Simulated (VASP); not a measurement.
# Moving the dispersion correction in BeLu

The cell as given:

The structure is cubic, space group Pm-3m (No. 221). The conventional cell has a = 3.320 Å, b = 3.320 Å, c = 3.320 Å, α = 90.00°, β = 90.00°, γ = 90.00°. Lu (site symmetry m-3m) has 8 Be at 2.88 Å as nearest neighbours. Be (site symmetry m-3m) is surrounded by 8 Lu at 2.88 Å.

The cell comes from a database or a generator and needn't be the stable form of this composition.

Kept alike: task relaxation of cell and atoms; functional revPBE; k mesh 8 × 8 × 8; occupations fermi-dirac, width 0.05 eV; no spin polarisation. Program: VASP, PBE PAW files Be, Lu, 600 eV. The mesh is that of the run's cell of 2 atoms. No spin-orbit coupling.

| dispersion correction | volume (Å³/atom) |
| --- | --- |
| D3(zero) | 17.770 |
| D3(BJ) | 17.420 |
| D4 | 18.274 |
| dDsC | 18.126 |
| none | 18.829 |

The relaxations keep at least the cell's symmetry (Pm-3m). For a metal such a mesh leaves the last digits unconverged. Relaxations stop with a little pressure left, so the last digits of a volume or edge aren't settled. Runs of this series that gave no sound value for these columns are left out. All rows use potentials made for PBE.

**Question.** What does the dispersion correction change here?

**Answer.** The volume runs from 17.420 (D3(BJ)) to 18.829 Å³/atom (none). Against no correction: D3(zero) -5.6 %; D3(BJ) -7.5 %; D4 -2.9 %; dDsC -3.7 %. Dispersion terms mostly attract and so lower the volume; the schemes' coefficients and damping set how far.
